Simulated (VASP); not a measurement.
An input for Quantum ESPRESSO's pw.x (written as the equivalent of a VASP run, and not itself run):

```
&CONTROL
  calculation = 'vc-relax'
  pseudo_dir = './pseudo'
  outdir = './out'
  tprnfor = .true.
  tstress = .true.
  nstep = 60
  forc_conv_thr = 0.00039
/
&SYSTEM
  ibrav = 0
  nat = 2
  ntyp = 2
  ecutwfc = 88
  occupations = 'smearing'
  smearing = 'gaussian'
  degauss = 0.003675
  input_dft = 'pbesol'
/
&ELECTRONS
  conv_thr = 7.3e-08
  electron_maxstep = 100
/
&IONS
/
&CELL
/
ATOMIC_SPECIES
  Na 22.990 Na.upf
  Cl 35.450 Cl.upf
CELL_PARAMETERS angstrom
     0.0000000    2.8200000    2.8200000
     2.8200000    0.0000000    2.8200000
     2.8200000    2.8200000    0.0000000
ATOMIC_POSITIONS crystal
  Na   0.0000000  0.0000000  0.0000000
  Cl   0.5000000  0.5000000  0.5000000
K_POINTS automatic
  7 7 7 0 0 0
```

Translate this input to VASP (INCAR, KPOINTS, POSCAR, choice of POTCAR).

One answer among several that fit: 
**KPOINTS**
```
Automatic mesh
0
Gamma
7 7 7
0 0 0
```

### INCAR
```
SYSTEM = NaCl
PREC = Accurate
ENCUT = 480
EDIFF = 1E-6
NELM = 100
ALGO = Normal
LREAL = .FALSE.
LASPH = .TRUE.
ISMEAR = 0
SIGMA = 0.05
GGA = PS
LWAVE = .FALSE.
LCHARG = .FALSE.
IBRION = 2
ISIF = 3
NSW = 60
EDIFFG = -0.01
```

### POSCAR
```
NaCl
1.0
  0.0000000000   2.8200000000   2.8200000000
  2.8200000000   0.0000000000   2.8200000000
  2.8200000000   2.8200000000   0.0000000000
Na Cl
1 1
Direct
  0.0000000000   0.0000000000   0.0000000000
  0.5000000000   0.5000000000   0.5000000000
```

POTCAR, in this order: Na_pv Cl (PBE.64 set). Program: vasp_std.

What does not carry over: the potentials are each code's own (VASP's PAW set, PseudoDojo norm-conserving files in pw.x), so ENCUT and ecutwfc are chosen apart and not converted; conv_thr bounds pw.x's estimated SCF error, while EDIFF bounds the energy change between steps; forc_conv_thr acts on force components and is met together with etot_conv_thr.

The compound is NaCl in the rock salt structure. This run relaxes it. Symmetry was kept, so distortions that lower it aren't found.
